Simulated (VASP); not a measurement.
Here is a VASP 6.6.1 calculation.

Contents of INCAR:

```
SYSTEM = B2C
PREC = Accurate ; ENCUT = 520
EDIFF = 1E-6 ; ISMEAR = 0
SIGMA = 0.1 ; LREAL = .False.
LASPH = .True. ; NELM = 120
ALGO = Normal ; ISIF = 3
LWAVE = .False. ; LCHARG = .False.
GGA = PE ; IBRION = 2
NSW = 90 ; EDIFFG = -0.01
KPAR = 4
```

KPOINTS

```
Automatic mesh
0
Gamma
  16 16 16
  0 0 0
```

POSCAR

```
B2C
1.0
   -1.2890000000      1.7090000000      3.6660000000
    1.2890000000     -1.7090000000      3.6660000000
    1.2890000000      1.7090000000     -3.6660000000
B C
2 1
Direct
    0.2542422500      0.5000000000      0.7542422500
    0.7457577500      0.5000000000      0.2457577500
    0.0000000000      0.0000000000      0.0000000000
```

Potentials or basis: VASP PAW PBE potentials, release 64 (B, C).

Command:

```bash
$ cat potpaw_PBE.64/B/POTCAR potpaw_PBE.64/C/POTCAR > POTCAR
$ mpirun -np 4 vasp_std > vasp.out
```

Predict the band gap on the k mesh.

none (metal or under the smearing width).

What does it give for the space group after relaxing (to 0.05 Å)?

Immm (No. 71).

What does it give for the relaxed cell?

a = 4.584 Å, b = 4.584 Å, c = 4.584 Å, α = 147.37°, β = 136.08°, γ = 55.77°.

Estimate the relaxed volume.

11.92 Å³/atom.

Forces in eV/Å, atoms in the order of the input:
```
B    0.000  0.003  0.000
B    0.000 -0.003  0.000
C    0.000  0.000  0.000
```
